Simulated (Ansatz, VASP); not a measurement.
**Cross-check of MnV between VASP and Ansatz**

Wanted: the spread between two codes on one cell, functional and k mesh. Of the first pair: The two relaxations start from unlike cells of this crystal (the structure described is Ansatz's start), so only their ends are compared.

Program: Ansatz 0.2.0. Level of theory: plane waves, with VASP 6.6.1 beside it; relaxation of cell and atoms at PBEsol. Results are calculated unless marked as measured.

## (1) Starting point

The structure is cubic, space group Pm-3m (No. 221). The conventional cell has a = 2.900 Å, b = 2.900 Å, c = 2.900 Å, α = 90.00°, β = 90.00°, γ = 90.00°. Nearest to Mn lie 8 V at 2.51 Å. Nearest to V lie 8 Mn at 2.51 Å. Farther neighbours are not listed.

## (2) VASP: relaxation of cell and atoms, PBEsol, pair 1

The relaxed volume is the usual yardstick between codes: in a stiff, nearly cubic crystal its relative difference is about their pressure difference at one cell divided by the bulk modulus.

Lines of VASP's logs that name or quote its potential files are left out, and so is its time.

File INCAR:

```
SYSTEM = MnV
PREC = Accurate
ENCUT = 500
EDIFF = 1E-07
NELM = 120
ISMEAR = 0
SIGMA = 0.1
LREAL = .FALSE.
ALGO = Normal
GGA = PS
NBANDS = 19
LASPH = .TRUE.
LORBIT = 11
LWAVE = .FALSE.
LCHARG = .FALSE.
ISIF = 3
IBRION = 2
NSW = 80
EDIFFG = -0.005
GGA_COMPAT = .FALSE.
NELMIN = 4
KPAR = 2
```

File POSCAR:

```
MnV
1.0
    2.8374568174      0.0000000000      0.0000000000
    0.0000000000      2.8374568174      0.0000000000
    0.0000000000      0.0000000000      2.8374568174
Mn V
1 1
Direct
    0.0000000000      0.0000000000      0.0000000000
    0.5000000000      0.5000000000      0.5000000000
```

File KPOINTS:

```
Automatic mesh
0
Gamma
8 8 8
0 0 0
```

The projector-augmented-wave data sets are Mn_pv and V_sv (PBE family, release 64).

Launch:

```
> mpirun -np 2 vasp_std
```

Numbers of over 12 decimals in the logs are rounded to 6 here.

The program printed:

```text
[banner, memory and clock lines left out]
running    2 mpi-ranks, on    1 nodes
 distrk:  each k-point on    1 cores,    2 groups
 distr:  one band on    1 cores,    1 groups

 POSCAR found type information on POSCAR MnV
 POSCAR found :  2 types and       2 ions
|                                                                             |
|               ----> ADVICE to this user running VASP <----                  |
|                                                                             |
|     You enforced a specific xc type in the INCAR file but a different       |
|     [... a line on the potential file left out ...]
|     I HOPE YOU KNOW WHAT YOU ARE DOING!                                     |
|                                                                             |

 LDA part: xc-table for (Slater+PW92), standard interpolation
 POSCAR, INCAR and KPOINTS ok, starting setup
 FFT: planning ... GRIDC
 FFT: planning ... GRID_SOFT
 FFT: planning ... GRID
 WAVECAR not read
 entering main loop
       N       E                     dE             d eps       ncg     rms          rms(c)
DAV:   1     0.285214072214E+03    0.28521E+03   -0.15696E+04  1338   0.173E+03
DAV:   2    -0.131944271230E+02   -0.29841E+03   -0.29165E+03  1363   0.499E+02
DAV:   3    -0.233360913428E+02   -0.10142E+02   -0.99867E+01  1392   0.110E+02
DAV:   4    -0.234420013269E+02   -0.10591E+00   -0.10588E+00  1366   0.116E+01
DAV:   5    -0.234439019549E+02   -0.19006E-02   -0.19006E-02  1387   0.153E+00    0.276E+01
DAV:   6    -0.207586971643E+02    0.26852E+01   -0.21587E+01  1345   0.493E+01    0.110E+01
DAV:   7    -0.246643616739E+02   -0.39057E+01   -0.47872E+01  1487   0.437E+01    0.287E+01
DAV:   8    -0.200224576470E+02    0.46419E+01   -0.26868E+01  1364   0.326E+01    0.248E+00
DAV:   9    -0.199806487089E+02    0.41809E-01   -0.19301E-01  1336   0.399E+00    0.120E+00
DAV:  10    -0.199722515468E+02    0.83972E-02   -0.50161E-02  1344   0.199E+00    0.660E-01
DAV:  11    -0.199704859200E+02    0.17656E-02   -0.73161E-03  1330   0.105E+00    0.999E-02
DAV:  12    -0.199704318804E+02    0.54040E-04   -0.17873E-04  1359   0.140E-01    0.446E-02
DAV:  13    -0.199704120869E+02    0.19793E-04   -0.68848E-05  1339   0.758E-02    0.865E-03
DAV:  14    -0.199704115593E+02    0.52759E-06   -0.21791E-06  1355   0.165E-02    0.174E-03
DAV:  15    -0.199704114156E+02    0.14373E-06   -0.29396E-08   686   0.222E-03    0.155E-03
DAV:  16    -0.199704113100E+02    0.10552E-06   -0.77982E-08   665   0.318E-03    0.130E-04
DAV:  17    -0.199704113168E+02   -0.68007E-08   -0.38488E-09   665   0.584E-04
   1 F= -.19970411E+02 E0= -.19968529E+02  d E =-.199704E+02
 curvature:   0.00 expect dE= 0.000E+00 dE for cont linesearch  0.000E+00
 trial: gam= 0.00000 g(F)=  0.000E+00 g(S)=  0.224E-04 ort = 0.000E+00 (trialstep = 0.100E+01)
 search vector abs. value=  0.224E-04
 bond charge predicted
       N       E                     dE             d eps       ncg     rms          rms(c)
DAV:   1    -0.199712616700E+02   -0.85036E-03   -0.15154E-02  1330   0.168E+00    0.319E-01
DAV:   2    -0.199739638929E+02   -0.27022E-02   -0.32339E-02  1342   0.129E+00    0.784E-01
DAV:   3    -0.199704711676E+02    0.34927E-02   -0.25612E-02  1436   0.109E+00    0.124E-01
DAV:   4    -0.199704086897E+02    0.62478E-04   -0.39861E-04  1333   0.150E-01    0.300E-02
DAV:   5    -0.199704038917E+02    0.47980E-05   -0.15998E-05  1336   0.359E-02    0.521E-03
DAV:   6    -0.199704037753E+02    0.11642E-06   -0.46191E-07  1325   0.736E-03    0.245E-03
DAV:   7    -0.199704034997E+02    0.27556E-06   -0.99711E-08   665   0.228E-03    0.452E-04
DAV:   8    -0.199704034693E+02    0.30365E-07   -0.80934E-09   665   0.961E-04
   2 F= -.19970403E+02 E0= -.19968527E+02  d E =0.784750E-05
 trial-energy change:    0.000008  1 .order    0.000009   -0.000022    0.000039
 step:   0.3776(harm=  0.3626)  dis= 0.00000  next Energy=   -19.970416 (dE=-0.427E-05)
 bond charge predicted
       N       E                     dE             d eps       ncg     rms          rms(c)
DAV:   1    -0.199707484336E+02   -0.34493E-03   -0.58795E-03  1330   0.105E+00    0.198E-01
DAV:   2    -0.199718029010E+02   -0.10545E-02   -0.12668E-02  1342   0.801E-01    0.495E-01
DAV:   3    -0.199704416692E+02    0.13612E-02   -0.10161E-02  1444   0.678E-01    0.765E-02
DAV:   4    -0.199704173112E+02    0.24358E-04   -0.14787E-04  1333   0.917E-02    0.191E-02
DAV:   5    -0.199704154526E+02    0.18586E-05   -0.73332E-06  1336   0.236E-02    0.359E-03
DAV:   6    -0.199704155438E+02   -0.91217E-07   -0.28314E-07  1316   0.577E-03
   3 F= -.19970416E+02 E0= -.19968535E+02  d E =-.422694E-05
 curvature:  -0.18 expect dE=-0.224E-06 dE for cont linesearch -0.224E-06
 trial: gam= 0.00000 g(F)=  0.600E-65 g(S)=  0.124E-05 ort =-0.527E-05 (trialstep = 0.876E+00)
 search vector abs. value=  0.124E-05
 reached required accuracy - stopping structural energy minimisation
```

Parts of OUTCAR (step 2):

```text
ion  position               nearest neighbor table
   1  0.000  0.000  0.000-   2 2.46   2 2.46   2 2.46   2 2.46   2 2.46   2 2.46   2 2.46   2 2.46

  LATTYP: Found a simple cubic cell.
 ALAT       =     2.8374568174

 Subroutine GETGRP returns: Found 48 space group operations
 (whereof 48 operations were pure point group operations)

The static configuration has the point symmetry O_h .

 Found     35 irreducible k-points:

   k-points           NKPTS =     35   k-points in BZ     NKDIM =     35   number of bands    NBANDS=     19

   dimension x,y,z NGX =    24 NGY =   24 NGZ =   24
   dimension x,y,z NGXF=    48 NGYF=   48 NGZF=   48

   ENCUT  =  500.0 eV  36.75 Ry    6.06 a.u.   5.17  5.17  5.17*2*pi/ulx,y,z

   NELECT =      26.0000    total number of electrons

 k-points in reciprocal lattice and weights: Automatic mesh
   0.00000000  0.00000000  0.00000000       0.002
   0.12500000  0.00000000  0.00000000       0.012
   0.25000000  0.00000000  0.00000000       0.012
   0.37500000  0.00000000  0.00000000       0.012
   0.50000000  0.00000000  0.00000000       0.006
   0.12500000  0.12500000  0.00000000       0.023
   0.25000000  0.12500000  0.00000000       0.047
   0.37500000  0.12500000  0.00000000       0.047
   0.50000000  0.12500000  0.00000000       0.023
[...]
0.50000000  0.50000000  0.37500000       0.012
   0.50000000  0.50000000  0.50000000       0.002

 average (electrostatic) potential at core
       1 -63.4634       2 -69.3090

 E-fermi :  11.0054

 k-point     1 :       0.0000    0.0000    0.0000
  band No.  band energies     occupation
    ...
      9       6.6209      2.00000
     10       6.6209      2.00000
     11      10.0858      2.00000
     12      10.0858      2.00000
     13      10.0858      2.00000
     14      12.2532      0.00000
     15      12.2532      0.00000
     16      13.8354      0.00000
     17      13.8354      0.00000
     18      13.8354      0.00000
    ...

 k-point     2 :       0.1250    0.0000    0.0000
  band No.  band energies     occupation
    ...
      9       6.8002      2.00000
     10       6.8203      2.00000
     11      10.0686      2.00000
     12      10.0686      2.00000
     13      10.1936      2.00000
     14      12.0076      0.00000
     15      12.3458      0.00000
     16      13.3826      0.00000
     17      13.3826      0.00000
     18      13.6996      0.00000
    ...

 k-point     3 :       0.2500    0.0000    0.0000
  band No.  band energies     occupation
    ...
      9       7.2774      2.00000
     10       7.3213      2.00000
     11      10.0613      2.00000
     12      10.0613      2.00000
     13      10.4951      2.00000
     14      11.3236      0.00001
     15      12.4437      0.00000
     16      12.4437      0.00000
     17      12.5766      0.00000
     18      13.3307      0.00000
    ...

  Total        0.0041352      0.0041352      0.0041352      0.0000000      0.0000000      0.0000000
  in kB        0.2901548      0.2901548      0.2901548      0.0000000      0.0000000      0.0000000
  external PRESSURE =       0.2901548 kB  Pullay stress =       0.0000000 kB

  energy-cutoff  :      500.00
  volume of cell :       22.83
      direct lattice vectors                 reciprocal lattice vectors
     2.837001620 -0.000000000  0.000000000     0.352484818  0.000000000  0.000000000
    -0.000000000  2.837001620  0.000000000     0.000000000  0.352484818 -0.000000000
    -0.000000000  0.000000000  2.837001620    -0.000000000 -0.000000000  0.352484818

 POSITION                                       TOTAL-FORCE (eV/Angst)
 -----------------------------------------------------------------------------------
      0.00000      0.00000      0.00000         0.000000     -0.000000      0.000000
      1.41850      1.41850      1.41850        -0.000000      0.000000      0.000000
 -----------------------------------------------------------------------------------
    total drift:                                0.000000      0.000000     -0.000000

  FREE ENERGIE OF THE ION-ELECTRON SYSTEM (eV)
  ---------------------------------------------------
  free  energy   TOTEN  =       -19.9704155438 eV

  energy  without entropy=      -19.9666543797  energy(sigma->0) =      -19.96853496

 reached required accuracy - stopping structural energy minimisation

 total charge
# of ion       s       p       d       tot
------------------------------------------
    1        0.432   6.392   5.225  12.048
    2        2.368   6.308   3.087  11.763
--------------------------------------------------
tot          2.800  12.700   8.312  23.812

[... 3 further parts left out ...]
```

CONTCAR:

```
MnV
   1.00000000000000
     2.8370016204382154   -0.0000000000000000    0.0000000000000000
    -0.0000000000000000    2.8370016204382154    0.0000000000000000
    -0.0000000000000000    0.0000000000000000    2.8370016204382154
  Mn              V
     1     1
Direct
     0.0000000000000000    0.0000000000000000    0.0000000000000000
     0.5000000000000000    0.5000000000000000    0.5000000000000000
```

This run has no spin polarisation, so a moment on Mn and V, if there is one, isn't seen.

## (3) Ansatz: relaxation of cell and atoms, PBEsol, pair 1

Ansatz runs on its PAW soft_1 files.

Its own start cell and the same functional, mesh and smearing now go to Ansatz, which takes its cutoff from its data sets.

File input.yaml:

```yaml
crystal:
  lattice:
    - [2.9, 0.0, 0.0]
    - [0.0, 2.9, 0.0]
    - [0.0, 0.0, 2.9]
  atoms:
    - { symbol: Mn, position: [0.0, 0.0, 0.0] }
    - { symbol: V, position: [0.5, 0.5, 0.5] }
kpoints:
  mp_grid: { grid: [8, 8, 8] }
hamiltonian:
  xc: pbesol
  pseudopotentials: { kind: paw, azcp: { folder: soft_1 }, xc_functional: pbe }
scf:
  occupations: { method: gaussian, width: 0.1 }
output:
  forces: true
  stress: true
  eigenvalues: true
relax:
  adjacent_minimum: "off"
  f_tol: 0.05
  max_steps: 80
  cell: { stress_tol: 0.5 }
```

Launch:

```
> ansatz run input.yaml --threads 4 --pin off --max-ram 10240MiB --backend cpu --events-out ev --progress --plain --runs-dir out
```

The program printed:

```text
The last accepted step is kept in <dir> (removed where the run ends without a failure and the disk answers)
Engine: ansatz 0.2.0, aarch64-unknown-linux-gnu
Pseudopotentials: kind: paw
Pseudopotential: Mn, paw, valence charge 15, recommended cutoff 420 eV (normal), soft_1/Mn.paw.azcp
Pseudopotential: V, paw, valence charge 13, recommended cutoff 420 eV (normal), soft_1/V.paw.azcp
Functional definition: PBEsol
  exchange = pbesol_x
  correlation = pbesol_c
Crystal: 2 atoms, lattice volume = 24.389 Å³
Basis set: ecut = 420 eV, 461 PW (Γ), exchange–correlation on 40×40×40 points (8 copies of the dense FFT grid, shifted against one another)
Bands: 18, of which v1, the nominal top of the filled ones, is band 14 counted from 1 (13 counted from 0)
Symmetry: 48 space group operations
Space group: Pm-3m (ITA 221), of the structure as read, at distance tolerance 2.9e-5 Å
k-points: 35 of 512
Non-local potential: Mn, projectors of the file, l = 0: 3, l = 1: 2, l = 2: 3, l = 3: 1
Non-local potential: V, projectors of the file, l = 0: 3, l = 1: 2, l = 2: 3, l = 3: 1
PAW form: soft (Blöchl's): semilocal exchange-correlation on the pseudo side does not see the compensation charge
PAW frozen core: Mn, regenerated for the run's functional, and the local potential with it (the file was generated under x = pbe(κ = 0.804, μ = 0.219515), c = pbe(β = 0.066725))
PAW frozen core: V, regenerated for the run's functional, and the local potential with it (the file was generated under x = pbe(κ = 0.804, μ = 0.219515), c = pbe(β = 0.066725))
PAW one-centre angular grid: Mn, 590 points (default); XC on 64 Gauss nodes
PAW one-centre angular grid: V, 590 points (default); XC on 64 Gauss nodes
Initial density: superposition of atomic densities (chi_scale 0.1, normalization cell, long waves kept (reshape's long-wave potential 0.00 eV rms))
Initial wavefunctions: pseudopotential atomic-orbital guess
Functional: x = pbesol(κ = 0.804, μ = 0.123457), c = pbesol(β = 0.046)
SCF iter   1: F=—  HF=-6755.780298 eV  |F-HF|=—  |Δ(HF+E_count)|=         —  Δρ=1.63e-1  dr2=7.87e0  ethr=3.10e-3  ⟨swp⟩=3.6  Hψ=2351  notcnv=0
preconditioner: auto → none  [insulator: Δε(μ)=0.115 eV  Ē_g=4.271 eV  σ=0.100 eV  W_gap=0.51  n_scr=6 (ndim 8)  ℏωp=26.0 eV  f_vac=0.000  D(μ)=0.25/eV (n_scr^D=0)  ε∞_Penn≈38.2]
SCF iter   2: F=—  HF=-6754.700945 eV  |F-HF|=—  |Δ(HF+E_count)|=    1.08e0  Δρ=8.12e-2  dr2=1.48e0  ethr=3.10e-3  ⟨swp⟩=2.0  Hψ=1505  notcnv=0
SCF iter   3: F=—  HF=-6754.625282 eV  |F-HF|=—  |Δ(HF+E_count)|=   7.57e-2  Δρ=1.99e-2  dr2=1.03e-1  ethr=3.10e-3  ⟨swp⟩=2.1  Hψ=1006  notcnv=0
SCF iter   4: F=—  HF=-6754.617836 eV  |F-HF|=—  |Δ(HF+E_count)|=   7.45e-3  Δρ=6.90e-3  dr2=1.14e-2  ethr=3.68e-4  ⟨swp⟩=2.0  Hψ=968  notcnv=0
SCF iter   5: F=—  HF=-6754.619266 eV  |F-HF|=—  |Δ(HF+E_count)|=   1.43e-3  Δρ=8.48e-3  dr2=2.10e-2  ethr=4.06e-5  ⟨swp⟩=2.1  Hψ=963  notcnv=0
SCF iter   6: F=—  HF=-6754.618568 eV  |F-HF|=—  |Δ(HF+E_count)|=   6.98e-4  Δρ=5.36e-3  dr2=8.42e-3  ethr=4.06e-5  ⟨swp⟩=1.0  Hψ=646  notcnv=0
SCF iter   7: F=—  HF=-6754.618139 eV  |F-HF|=—  |Δ(HF+E_count)|=   4.30e-4  Δρ=1.49e-3  dr2=6.50e-4  ethr=3.01e-5  ⟨swp⟩=1.1  Hψ=634  notcnv=0
SCF iter   8: F=—  HF=-6754.618106 eV  |F-HF|=—  |Δ(HF+E_count)|=   3.28e-5  Δρ=1.95e-4  dr2=1.11e-5  ethr=2.32e-6  ⟨swp⟩=1.5  Hψ=650  notcnv=0
SCF iter   9: F=—  HF=-6754.618182 eV  |F-HF|=—  |Δ(HF+E_count)|=   7.63e-5  Δρ=3.05e-5  dr2=2.68e-7  ethr=3.98e-8  ⟨swp⟩=1.4  Hψ=659  notcnv=0
SCF iter  10: F=-6754.618182 eV  HF=-6754.618182 eV  |F-HF|=1.82e-11  |Δ(HF+E_count)|=   3.80e-9  Δρ=2.92e-7  dr2=2.32e-11  ethr=3.57e-10  ⟨swp⟩=3.9  Hψ=1866  notcnv=0
SCF 1 converged in 10 iterations: F = -6754.618182 eV  dr2 = 2.32e-11
  greatest PAW one-centre occupation: 1.000 electrons in one spin orbital (limit 2), on the Mn atom at site 0 (counted from 0), in its partial waves of l = 0
relax step   1: F+E_penalty+E_count = -6754.61818200 eV  Δ(F+E_penalty+E_count) = +0.000e0 eV  max|allowed force component| = 9.861e-30 eV/Å  Δτ_max = 0.0000 Å  P = -15.081 GPa  Ω = 24.389 Å³  (10 SCF iters, dr2 threshold 1.00e-7 eV, accepted)
[...]
relax step   2: F+E_penalty+E_count = -6754.69721029 eV  Δ(F+E_penalty+E_count) = -7.903e-2 eV  max|allowed force component| = 3.188e-30 eV/Å  Δτ_max = 0.0000 Å  P = -1.225 GPa  Ω = 22.951 Å³  energy of the carried Pulay correction = +2.424e-3 eV  (6 SCF iters, dr2 threshold 2.00e-7 eV, accepted)
[...]
relax step   3: F+E_penalty+E_count = -6754.69782195 eV  Δ(F+E_penalty+E_count) = -6.117e-4 eV  max|allowed force component| = 5.193e-30 eV/Å  Δτ_max = 0.0000 Å  P = +0.143 GPa  Ω = 22.832 Å³  energy of the carried Pulay correction = +2.631e-3 eV  (6 SCF iters, dr2 threshold 2.00e-7 eV, accepted)
[...]
relax step   4: F+E_penalty+E_count = -6754.69515667 eV  Δ(F+E_penalty+E_count) = +2.665e-3 eV  max|allowed force component| = 9.401e-30 eV/Å  Δτ_max = 0.0000 Å  P = +0.143 GPa  Ω = 22.832 Å³  stress off target by 1.43e-1 GPa  SCF on the basis re-selected at this cell (its energy is not comparable with the rows above)  (6 SCF iters)
basis re-selected at this cell: Δ(F+E_penalty+E_count) = +2.665e-3 eV, ΔP = +0.001 GPa vs the last step (what re-selecting the basis moved, of the pressure what is left beyond the Pulay correction that the steps carried, after the strain that the cell walked since its last selection, with what the two solves' SCF thresholds leave and, on support functions, any second-order correction that the steps lacked; it is no m [...]
SCF converged after 6 iterations
Free energy (F): -6754.695157 eV
Harris-Foulkes:  -6754.695157 eV  (|F-HF|=1.82e-12)
Internal energy: -6754.691260 eV  (E = F + TS)
E sigma→0 (E₀):  -6754.693208 eV
Entropy (-TS):   -0.003896 eV (-1.948 meV/atom)
Fermi energy:    19.605480 eV
--- Per-component energies (eV) ---
  E_band       = -281.084783
  E_kinetic    = 619.720000
  E_local      = -2728.891304  (includes V_loc(G=0)·N_el)
  E_nonlocal   = 535.901840
  E_hartree    = 1067.830500
  E_xc         = -226.140966
  E_vxc        = -288.980532  (∫ρ·V_xc dr)
  E_paw        = -2392.599430  (= ΣΔE_a)
  E_vpaw       = -554.497078  (= ΣTr[D̂ρ^β])
  E_aug_tail   = 0.001259  (compensation charges beyond the density's cutoff)
  E_ewald      = -3630.832489
  E_core_change = 0.319330  (= ΣΔE_core)
  E_smearing   = -0.003896  (= −TS)
  E_closure    = 0.000000  (closes the sum)
  Σ components = -6754.695157   (vs F -6754.695157, Δ=0.00e0)
--- Forces (eV/Å), atoms counted from 1 ---
  atom   1  Mn    -0.00000000    -0.00000000    -0.00000000
  atom   2  V     -0.00000000     0.00000000    -0.00000000
  max |Σ_I F_I| component: 1.91e-29 eV/Å
--- Stress (GPa, compression-positive) ---
        0.143446      -0.000000      -0.000000
       -0.000000       0.143446      -0.000000
       -0.000000      -0.000000       0.143446
  P = ⅓ Tr σ = 0.1434 GPa (1.434 kbar)
--- Band table (eV; the first three rows and the last of 35) ---
  k-point 0: bands = [... 10 lower, 15.1993, 18.6805, 18.6805, 18.6805, 20.8591, 20.8591, 22.4502, 22.4502]
  k-point 1: bands = [... 10 lower, 15.3987, 18.6637, 18.6637, 18.7896, 20.6121, 20.9528, 21.9936, 21.9936]
  k-point 2: bands = [... 10 lower, 15.9029, 18.6573, 18.6573, 19.0947, 19.9243, 21.0483, 21.0483, 21.1859]
  k-point 34: bands = [... 10 lower, 17.2763, 17.3009, 17.3009, 17.3009, 20.4800, 20.4800, 22.1889, 22.1889]
--- Relaxed structure (3 steps of the walk, 3 accepted, 1 SCFs on fresh bases) ---
  F+E_penalty+E_count = -6754.69515667 eV   max|allowed force component| = 9.401e-30 eV/Å   (the final SCF, on the basis selected at the relaxed cell)
  cell:  # Å, volume = 22.8322 Å³
    - [2.836933, 0, 0]
    - [0, 2.836933, 0.0]
    - [0, 0.0, 2.836933]
  atoms:
    - { symbol: Mn, position: [0, 0, 0] }
    - { symbol: V, position: [0.5, 0.5, 0.5] }
```

Reading the cycles: dr2 is the Hartree energy of the density residual (eV), the measure of convergence; HF is the Harris–Foulkes estimate of the energy, which meets the free energy F at convergence.

## (4) Comparison

Known differences besides the potentials themselves: the data sets hold 28 valence electrons in Ansatz (on its PAW soft_1 files) and 26 in VASP; the cutoff is 420 eV in Ansatz and 500 eV in VASP; Ansatz makes its cores anew for this functional, VASP keeps those of its PBE data sets; Ansatz adds a Pulay correction to the stress that steers its cell, VASP none. Total energies have different zeros and are not compared.

Compared:

| quantity | Ansatz | VASP | difference |
| --- | --- | --- | --- |
| volume (Å³) | 22.83 | 22.83 | -0.01 % |
| edge a after relaxation, in the typed setting (Å) | 2.837 | 2.837 | +0.00 % |

(Part 1 of 2 ends here.)

[Lines on the potential files, build, host, timing and source positions are cut from VASP's logs without a mark.]

[Logs are printed without paths, hosts, clocks, repeated set-up lines and the standing remarks that a program may print on its own settings, such as how far it seeks lower states.]

[Hosts, paths, dates, database ids (printed as entryN), source tags and the programs' standing remarks are cut or masked in the printed files.]
